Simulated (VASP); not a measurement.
Ge:

```
Ge
1.0
     0.00000    2.82877    2.82877
     2.82877    0.00000    2.82877
     2.82877    2.82877    0.00000
Ge
2
Direct
  0.50000 0.50000 0.50000
  0.75000 0.75000 0.75000
```

```yaml
Program: VASP 6.6.1
Task: relaxation of cell and atoms
Functional: PBE
Potentials_or_basis: VASP PAW PBE potentials, release 64 (Ge_d)
Cutoff: 600 eV
k_mesh: 14 × 14 × 14
Occupations: gaussian, width 0.1 eV
Spin: no spin polarisation
```

At the start: pressure 3.6 GPa; volume 22.64 Å³/atom.

Problem. How do energy, volume and symmetry change on relaxing?

Solution. Over 3 steps the energy falls by 13.6 meV/atom and the volume is 23.90 Å³/atom (+5.6 %); space group Fd-3m (No. 227, to 0.05 Å).

Step by step:
```csv
step,energy change (eV),largest force (eV/Å),pressure (GPa),volume (Å³)
1,0.0000,0.0000,3.62,45.27
2,-0.0241,0.0000,-1.06,48.71
3,-0.0272,0.0000,0.01,47.80
```

Final structure:
```xyz
2
Lattice="0.0000 2.8804 2.8804 2.8804 0.0000 2.8804 2.8804 2.8804 0.0000" Properties=species:S:1:pos:R:3 pbc="T T T"
Ge    2.8804    2.8804    2.8804
Ge    4.3206    4.3206    4.3206
```
